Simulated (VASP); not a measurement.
Here is the system:

```xyz
1
Lattice="0.0000 1.8947 1.8947 1.8947 0.0000 1.8947 1.8947 1.8947 0.0000" Properties=species:S:1:pos:R:3 pbc="T T T"
Rh     0.0000     0.0000     0.0000
```

Level of theory: r2SCAN+rVV10, VASP's PBE PAW potentials (set 64) (plane waves; VASP 6.6.1). Settings: 400 eV cut-off, 18×18×18 Γ-centred mesh, tetrahedra with Blöchl corrections, potentials Rh_pv.

**Question.** What does the run give for the energy per atom (σ→0), band gap (over mesh and band path) with the smallest direct gap where there is one?

**Answer.** 
```
Quantity                                                               Value
----------------------------------  ----------------------------------------
band gap (over mesh and band path)  none (metal, semimetal or under 0.01 eV)
energy per atom (σ→0)                                -2300.1 kJ/mol of atoms
```

The structure comes from a measured Rh entry (Fm-3m) of the Crystallography Open Database, whose conditions weren't checked. It was relaxed first.
